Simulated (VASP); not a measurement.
Level of theory: PBEsol GGA, VASP's PBE PAW potentials (set 64) (plane waves; VASP).

The input files of a VASP run:

### KPOINTS
```
kpoints
0
Gamma
8 8 8
```

INCAR:
```
# general
SYSTEM  = NbAs
PREC    = Accurate
ENCUT   = 300
LREAL   = F   # projection in real space or not
LASPH   = T

# electronic loop
EDIFF   = 1E-6
NELM    = 100
ALGO    = Normal   # blocked Davidson
LMAXMIX = 4   # l cut-off of mixed one-centre charges

# smearing
ISMEAR  = -1
SIGMA   = 0.05   # width (eV)

# functional
GGA     = PS   # PBEsol

# ions
ISIF    = 2   # forces and stress, cell fixed

# output
LWAVE   = F
LCHARG  = F
```

POSCAR:
```
NbAs
1
   -1.7332700000     1.7332700000     5.9050300000
    1.7332700000    -1.7332700000     5.9050300000
    1.7332700000     1.7332700000    -5.9050300000
Nb As
2 2
Direct
  0.7497200000   0.7497200000   0.0000000000
  0.4997200000   0.9997200000   0.5000000000
  0.1672800000   0.1672800000   0.0000000000
  0.9172800000   0.4172800000   0.5000000000
```

POTCAR, in this order: Nb_sv As (PBE.64 set). Program: vasp_std.

At this cut-off the stress carries a Pulay error, which pulls relaxed volumes low.

Problem. Estimate the energy per atom (σ→0), pressure, band gap (on the k-mesh).

Solution. 
| Item | Result |
|---|---|
| energy per atom (σ→0) | -845.9 kJ/mol-atom |
| band gap (on the k-mesh) | none (metal, semimetal or under 0.01 eV) |
| pressure | -5.76 GPa |

OSZICAR:
```
...
DAV:   7    -0.350921613485E+02    0.21929E-01   -0.46612E-01  4144   0.368E+00    0.200E+00
DAV:   8    -0.350732578549E+02    0.18903E-01   -0.60475E-02  3516   0.148E+00    0.367E-01
DAV:   9    -0.350727823399E+02    0.47552E-03   -0.68738E-03  4068   0.525E-01    0.204E-01
DAV:  10    -0.350727817536E+02    0.58630E-06   -0.60649E-04  3396   0.242E-01    0.221E-02
DAV:  11    -0.350727612368E+02    0.20517E-04   -0.12678E-04  4780   0.603E-02    0.139E-02
DAV:  12    -0.350727570650E+02    0.41718E-05   -0.10983E-05  3672   0.304E-02    0.453E-03
DAV:  13    -0.350727570345E+02    0.30486E-07   -0.33927E-07  2354   0.506E-03
   1 F= -.35072757E+02 E0= -.35068337E+02  d E =-.883993E-02
```

The structure comes from a computed database's NbAs entry (I4_1md); how it stands against other phases isn't given here. The cell was not relaxed at this level. The k-mesh is coarse (spacing up to 0.32 per Å, 2π included), so the numbers may not be converged in it. The run is one of a series of settings (GGA = PS against the base run), some of them coarse on purpose.
